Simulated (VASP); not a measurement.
Consider the following.

```xyz
1
Lattice="0.0000 2.9302 2.9302 2.9302 0.0000 2.9302 2.9302 2.9302 0.0000" Properties=species:S:1:pos:R:3 pbc="T T T"
Sr     0.0000     0.0000     0.0000
```

The numbers are results of PBE GGA with D3 dispersion (zero damping), VASP's PBE PAW potentials (set 64) (plane waves; VASP), not measurements. Settings: 520 eV cut-off, 8×8×8 Γ-centred mesh, Gaussian smearing of 0.050 eV, potentials Sr_sv.

Question: Estimate the energy per atom (σ→0).

Answer: 
```
Property                       Result
---------------------  --------------
energy per atom (σ→0)  -1.786 eV/atom
```

The compound is Sr in the fcc structure. This cell is one point of a volume scan, at 0.94 of the reference volume.
